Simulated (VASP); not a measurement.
## FePb: single point with VASP

System: FePb, 2 atoms in the cell.

VASP input. INCAR
```
ISMEAR = -1
SIGMA = 0.1
ISIF = 2
ISPIN = 2
MAGMOM = 1*3 1*0
NBANDS = 23
LASPH = .TRUE.
LMAXMIX = 4
NELM = 200
LREAL = .FALSE.
EDIFF = 1E-8
ALGO = Normal
PREC = Accurate
ENCUT = 680
ISTART = 1
ICHARG = 0
NELMIN = 4
LORBIT = 11
```

KPOINTS
```
mesh
0
Gamma
8 8 6
0 0 0
```

POSCAR
```
FePb
1.0
     3.200000    0.000000    0.000000
     0.000000    3.200000    0.000000
     0.000000    0.000000    4.100000
Fe Pb
1 1
Direct
  0.000000 0.000000 0.000000
  0.500000 0.500000 0.500000
```

Potentials (PBE.64), in the order of POSCAR: Fe_pv Pb_d

The WAVECAR comes from an earlier, cheaper step on the same cell.

Output, in brief

| Property | Result |
| --- | --- |
| Pressure | -2.31 GPa |
| Free energy TOTEN | -10.3978 eV |
| Energy (σ→0) | -10.3492 eV |
| Smearing term TS | 48.6 meV/atom |
| Net moment | 2.81 μB |
| Valence electrons | 28 |
| Irreducible k-points | 60 |

Stress tensor in GPa, compression positive:
```
-1.40  0.00  0.00
 0.00 -1.40  0.00
 0.00  0.00 -4.14
```

VASP prints the stress at a fixed plane-wave basis, so it holds the Pulay stress of this cutoff.

The cell is a model and need not be the structure known for this compound. The k-mesh is modest, so these values aren't fully converged in k. Spin–orbit coupling is left out, which matters for 6p elements such as Tl, Pb and Bi. One magnetic order was tried; another may lie lower.
